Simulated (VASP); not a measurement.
OSZICAR of a VASP run on Cs (space group Im-3m):

### OSZICAR
```
       N       E                     dE             d eps       ncg     rms          rms(c)
DAV:   1     0.461629486792E+02    0.46163E+02   -0.24348E+03   160   0.544E+02
DAV:   2     0.290599447066E+01   -0.43257E+02   -0.42936E+02   200   0.112E+02
DAV:   3    -0.843300628190E+00   -0.37493E+01   -0.37491E+01   168   0.402E+01
DAV:   4    -0.886985077779E+00   -0.43684E-01   -0.43684E-01   312   0.533E+00
DAV:   5    -0.886988326155E+00   -0.32484E-05   -0.32485E-05   208   0.488E-02    0.149E-01
DAV:   6    -0.887117483341E+00   -0.12916E-03   -0.16689E-03   304   0.233E-01    0.923E-02
DAV:   7    -0.887880365568E+00   -0.76288E-03   -0.35259E-03   184   0.356E-01    0.398E-02
DAV:   8    -0.888013658256E+00   -0.13329E-03   -0.16381E-04   240   0.945E-02    0.420E-03
DAV:   9    -0.888014597465E+00   -0.93921E-06   -0.22928E-06   248   0.910E-03
   1 F= -.88801460E+00 E0= -.85495775E+00  d E =-.661137E-01
```

Question: Which electronic solver shows in the log?

Answer: It is blocked Davidson (ALGO = Normal, or the opening steps of other solvers). The INCAR had ALGO = Normal.

Question: Can the final energy be trusted as converged?

Answer: The run converged. It stopped with EDIFF = 1E-6, NELM = 100 (PBE GGA, plane waves, VASP's PBE PAW potentials (set 64)).

The structure is a typed Cs crystal (Im-3m). The cell was not relaxed at this level, and its volume differs by -5.9 % from the start's.
